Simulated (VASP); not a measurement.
The cell holds one Ni₃Si (L1_2) (111) slab, with vacuum along c, ions free to move until forces fall under 0.03 eV/Å, no reconstruction beyond this cell, dipole correction on.

Consider the following.

```
Ni3Si
1.0
    4.89503     0.00000     0.00000
   -2.44751     4.23922     0.00000
    0.00000     0.00000    24.78384
Si Ni
5 15
Direct
  0.33333   0.66667   0.33938
  0.66667   0.33333   0.41862
  0.00000   0.00000   0.50000
  0.33333   0.66667   0.58138
  0.66667   0.33333   0.66062
  0.83205   0.16795   0.33941
  0.83205   0.66410   0.33941
  0.33590   0.16795   0.33941
  0.16642   0.83358   0.41942
  0.16642   0.33285   0.41942
  0.66715   0.83358   0.41942
  0.50000   0.50000   0.50000
  0.50000   0.00000   0.50000
  0.00000   0.50000   0.50000
  0.83358   0.16642   0.58058
  0.83358   0.66715   0.58058
  0.33285   0.16642   0.58058
  0.16795   0.83205   0.66059
  0.16795   0.33590   0.66059
  0.66410   0.83205   0.66059
```

Calculation: PBEsol GGA, VASP's PBE PAW potentials (set 64) (plane waves; VASP). Numerical set-up: 400 eV cut-off, 7×7×1 Γ-centred mesh, first-order Methfessel-Paxton smearing of 0.10 eV, potentials Si Ni.

Slab and bulk use different k-meshes, so the surface energy is good to a few per cent at best.

Problem. Predict its surface energy, work function, band gap (on the k-mesh).

Solution. 
| Item | Value |
|---|---|
| surface energy | 2.25 J/m^2 |
| work function | 5.09 eV |
| band gap (on the k-mesh) | none (metal, semimetal or under 0.01 eV) |

The cell is a thin slab with vacuum, built from Ni3Si (L1_2): (111) face. The run is not spin-polarised, so no magnetic state was tried.
